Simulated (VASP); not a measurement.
# Settings for AlIr: energy along a vibration (SMASS = -2)

AlIr, Pm-3m (no. 221), atoms displaced along the mode, 2 atoms in the cell. PBEsol, energy along a line of displacements; PAW potentials Ir, Al (PBE set). VASP 6.6.1.

Wanted: harmonic frequency within 1 %.

Space group without the displacement: Pm-3m (no. 221); Mode: optical mode at Gamma along x.

POSCAR of the starting run:
```
AlIr
1.0
    2.9945548500      0.0000000000      0.0000000000
    0.0000000000      2.9945548500      0.0000000000
    0.0000000000      0.0000000000      2.9945548500
Ir Al
1 1
Direct
    0.4967115839      0.5000000000      0.5000000000
    0.0234267399      0.0000000000      0.0000000000

    0.0024618356   0.0000000000   0.0000000000
   -0.0175381644   0.0000000000   0.0000000000
```

The series start from k mesh: 6 × 6 × 6; Cutoff (eV): 320; Step along the mode (Å): 0.02; Precision and projection: Accurate, reciprocal space. Each series keeps the choices made before it, and each single choice may use up half of a tolerance.

## k mesh

| k mesh | Harmonic frequency (THz) | Time (s) |
|---|---|---|
| 3 × 3 × 3 | 8.405 | 16 |
| 4 × 4 × 4 | 8.78 | 23 |
| 5 × 5 × 5 | 8.657 | 26 |
| 6 × 6 × 6 | 8.781 | 43 |
| 8 × 8 × 8 | 8.765 | 82 |
| 10 × 10 × 10 | 8.759 | 140 |
| 13 × 13 × 13 (reference) | 8.743 | 236 |

## Cutoff (eV)

| Cutoff (eV) | Harmonic frequency (THz) | Time (s) |
|---|---|---|
| 170 | 8.723 | 18 |
| 210 | 8.685 | 16 |
| 240 | 8.754 | 15 |
| 280 | 8.754 | 20 |
| 320 | 8.781 | 43 |
| 360 (reference) | 8.775 | 39 |

## Precision and projection

| Precision and projection | Harmonic frequency (THz) | Time (s) |
|---|---|---|
| Accurate, reciprocal space | 8.757 | 24 |
| Normal, reciprocal space | 8.757 | 20 |
| Normal, Auto | 8.759 | 25 |

## Question

The rows run from the loosest to the tightest (no order: precision and projection). For each series: choose the loosest value from which every tighter one stays within half of the tolerance; where there is no order, keep the first row unless others stay within half of the tolerance and take at least 30 % less time, and then take the fastest.

## Answer

- k mesh: 6 × 6 × 6
- Cutoff (eV): 240
- Precision and projection: Accurate, reciprocal space

Also changed on the way, by series that aren't shown: Step along the mode (Å): 0.08.

## All choices together

| Input | Harmonic frequency (THz) | Time (s) |
|---|---|---|
| defaults on a coarse mesh (naive) | 8.36 | 2.7 |
| chosen settings | 8.757 | 24 |
| reference settings throughout | 8.737 | 345 |

The tolerance is met.

## The input

INCAR:
```
SYSTEM = AlIr
GGA = PS
PREC = Accurate
ENCUT = 240
EDIFF = 1E-7
ALGO = Normal
LREAL = .FALSE.
LASPH = .TRUE.
ISMEAR = 1
SIGMA = 0.15
ISYM = 0
LWAVE = .FALSE.
LCHARG = .FALSE.
IBRION = 0
SMASS = -2
POTIM = 1
NSW = 9
NELMIN = 4
IWAVPR = 11
KPAR = 2
```

KPOINTS:
```
Automatic mesh
0
Gamma
  6 6 6
  0 0 0
```

POSCAR:
```
AlIr
1.0
    2.9945548500      0.0000000000      0.0000000000
    0.0000000000      2.9945548500      0.0000000000
    0.0000000000      0.0000000000      2.9945548500
Ir Al
1 1
Direct
    0.4868463355      0.5000000000      0.5000000000
    0.0937069595      0.0000000000      0.0000000000

    0.0098473425   0.0000000000   0.0000000000
   -0.0701526575   0.0000000000   0.0000000000
```

Commands:
```
cat potpaw_PBE.64/Ir/POTCAR potpaw_PBE.64/Al/POTCAR > POTCAR
mpirun -np 2 vasp_std > vasp.out
```

The chosen input took VASP 6.6.1 24 s on 2 cores (Intel Xeon Platinum 8375C @ 2.90GHz (Ice Lake)), a shared host.

## An input that fails: SMASS left out, so the atoms move under their forces

It runs to its end, but against the unchanged starting input it is off by 3 % in the harmonic frequency.

Changes against the starting input:
```
- SMASS = -2
```
